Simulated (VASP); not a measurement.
Method: r2SCAN meta-GGA, VASP's PBE PAW potentials (set 64) (plane waves; VASP).

VASP ran on this input.

**POSCAR**
```
Cd
1
    0.0000000000     2.2108220000     2.2108220000
    2.2108220000     0.0000000000     2.2108220000
    2.2108220000     2.2108220000     0.0000000000
Cd
1
Direct
  0.0000000000   0.0000000000   0.0000000000
```

**KPOINTS**
```
Automatic mesh
0
Gamma
 13 13 13
0 0 0
```

INCAR:
```
SYSTEM = Cd
PREC = Accurate
ENCUT = 400
EDIFF = 1E-6
NELM = 100
ALGO = Normal
LREAL = .FALSE.
LASPH = .TRUE.
ISMEAR = 1
SIGMA = 0.1
METAGGA = R2SCAN
LMIXTAU = .TRUE.
LMAXMIX = 4
LWAVE = .FALSE.
LCHARG = .FALSE.
IBRION = 2
ISIF = 3
NSW = 60
EDIFFG = -0.01
```

POTCAR, in this order: Cd (PBE.64 set). Program: vasp_std.

The run wrote:

File OSZICAR:
```
       N       E                     dE             d eps       ncg     rms          rms(c)
DAV:   1     0.352926692076E+02    0.35293E+02   -0.63403E+03  1832   0.991E+02
DAV:   2    -0.227333845955E+02   -0.58026E+02   -0.55799E+02  1734   0.245E+02
DAV:   3    -0.236565025338E+02   -0.92312E+00   -0.92280E+00  1882   0.363E+01
DAV:   4    -0.236575986960E+02   -0.10962E-02   -0.10961E-02  1766   0.117E+00
DAV:   5    -0.236576020339E+02   -0.33379E-05   -0.33379E-05  1826   0.662E-02    0.331E+00
DAV:   6    -0.198643113027E+02    0.37933E+01   -0.32356E+00  1820   0.281E+01    0.502E+00
DAV:   7    -0.200612746096E+02   -0.19696E+00   -0.14491E-01  1756   0.546E+00    0.285E+00
DAV:   8    -0.200248706245E+02    0.36404E-01   -0.76374E-02  1720   0.356E+00    0.214E-01
DAV:   9    -0.200663849505E+02   -0.41514E-01   -0.13864E-01  1708   0.343E+00    0.186E-01
DAV:  10    -0.200624297914E+02    0.39552E-02   -0.14565E-03  1760   0.504E-01    0.118E-01
DAV:  11    -0.200709198020E+02   -0.84900E-02   -0.64464E-03  1684   0.887E-01    0.411E-02
DAV:  12    -0.200723789629E+02   -0.14592E-02   -0.47857E-04  1732   0.209E-01    0.352E-02
DAV:  13    -0.200734154391E+02   -0.10365E-02   -0.85538E-04  1718   0.202E-01    0.186E-02
DAV:  14    -0.200735814600E+02   -0.16602E-03   -0.18305E-04  1758   0.113E-01    0.167E-02
DAV:  15    -0.200733370790E+02    0.24438E-03   -0.69462E-04  1752   0.215E-01    0.589E-02
DAV:  16    -0.200736409422E+02   -0.30386E-03   -0.63252E-04  1736   0.192E-01    0.137E-02
DAV:  17    -0.200736464877E+02   -0.55455E-05   -0.16541E-05  1720   0.389E-02    0.403E-03
DAV:  18    -0.200736459951E+02    0.49256E-06   -0.33993E-06  1752   0.151E-02
   1 F= -.20073646E+02 E0= -.20073623E+02  d E =-.200736E+02
       N       E                     dE             d eps       ncg     rms          rms(c)
DAV:   1    -0.200942971774E+02   -0.20651E-01   -0.42316E-01  1822   0.972E+00    0.105E+00
DAV:   2    -0.200735548524E+02    0.20742E-01   -0.63200E-02  1842   0.377E+00    0.294E-01
DAV:   3    -0.200737367782E+02   -0.18193E-03   -0.25520E-03  1692   0.685E-01    0.258E-01
DAV:   4    -0.200717530308E+02    0.19837E-02   -0.36059E-03  1782   0.615E-01    0.648E-02
DAV:   5    -0.200732477100E+02   -0.14947E-02   -0.35037E-03  1764   0.692E-01    0.400E-02
DAV:   6    -0.200739843062E+02   -0.73660E-03   -0.60953E-04  1764   0.274E-01    0.124E-02
DAV:   7    -0.200739878841E+02   -0.35780E-05   -0.10288E-05  1752   0.303E-02    0.524E-03
DAV:   8    -0.200739914512E+02   -0.35670E-05   -0.93387E-07  1692   0.149E-02    0.252E-03
DAV:   9    -0.200739879491E+02    0.35021E-05   -0.13669E-06  1692   0.165E-02    0.120E-03
DAV:  10    -0.200739893363E+02   -0.13872E-05   -0.45299E-07   898   0.725E-03    0.377E-04
DAV:  11    -0.200739889259E+02    0.41046E-06   -0.16431E-08   842   0.137E-03
   2 F= -.20073989E+02 E0= -.20074026E+02  d E =-.342931E-03
       N       E                     dE             d eps       ncg     rms          rms(c)
DAV:   1    -0.200748169349E+02   -0.82760E-03   -0.16980E-02  1822   0.196E+00    0.216E-01
DAV:   2    -0.200739973059E+02    0.81963E-03   -0.24315E-03  1838   0.731E-01    0.618E-02
DAV:   3    -0.200740102777E+02   -0.12972E-04   -0.10665E-04  1694   0.142E-01    0.549E-02
DAV:   4    -0.200738960992E+02    0.11418E-03   -0.14884E-04  1778   0.124E-01    0.123E-02
DAV:   5    -0.200739904735E+02   -0.94374E-04   -0.14129E-04  1768   0.138E-01    0.751E-03
DAV:   6    -0.200740076791E+02   -0.17206E-04   -0.23207E-05  1756   0.531E-02    0.268E-03
DAV:   7    -0.200740088227E+02   -0.11437E-05   -0.26543E-07   912   0.477E-03    0.687E-04
DAV:   8    -0.200740080257E+02    0.79700E-06   -0.30310E-08   846   0.252E-03
   3 F= -.20074008E+02 E0= -.20074034E+02  d E =-.362031E-03
```

**OUTCAR**
```
------------------------ aborting loop because EDIFF is reached ----------------------------------------
  FORCE on cell =-STRESS in cart. coord.  units (eV):
  Direction    XX          YY          ZZ          XY          YZ          ZX
  --------------------------------------------------------------------------------------
  Total       -0.0008285     -0.0008285     -0.0008285      0.0000000     -0.0000000     -0.0000000
  in kB       -0.0619918     -0.0619918     -0.0619918      0.0000000     -0.0000000     -0.0000000
  external PRESSURE =      -0.0619918 kB  Pullay stress =       0.0000000 kB
  volume of cell :       21.41
      direct lattice vectors                 reciprocal lattice vectors
     0.000000000  2.203989142  2.203989142    -0.226861372  0.226861372  0.226861372
     2.203989142 -0.000000000  2.203989142     0.226861372 -0.226861372  0.226861372
     2.203989142  2.203989142 -0.000000000     0.226861372  0.226861372 -0.226861372
 POSITION                                       TOTAL-FORCE (eV/Angst)
 -----------------------------------------------------------------------------------
      0.00000      0.00000      0.00000         0.000000     -0.000000      0.000000
 -----------------------------------------------------------------------------------
    total drift:                               -0.000000     -0.000000     -0.000000
  FREE ENERGIE OF THE ION-ELECTRON SYSTEM (eV)
  ---------------------------------------------------
  free  energy   TOTEN  =       -20.0740080257 eV

  energy  without entropy=      -20.0740860582  energy(sigma->0) =      -20.07403404

 reached required accuracy - stopping structural energy minimisation
```
(Selected blocks of OUTCAR.)

**CONTCAR**
```
Cd
   1.00000000000000
     0.0000000000000000    2.2039891423780662    2.2039891423780662
     2.2039891423780662   -0.0000000000000000    2.2039891423780662
     2.2039891423780662    2.2039891423780662   -0.0000000000000000
  Cd
     1
Direct
     0.0000000000000000    0.0000000000000000    0.0000000000000000
```

The structure was generated: Cd was put into the fcc type (Fm-3m), which need not be its known phase. This run relaxes it. Symmetry was kept, so distortions that lower it aren't found.
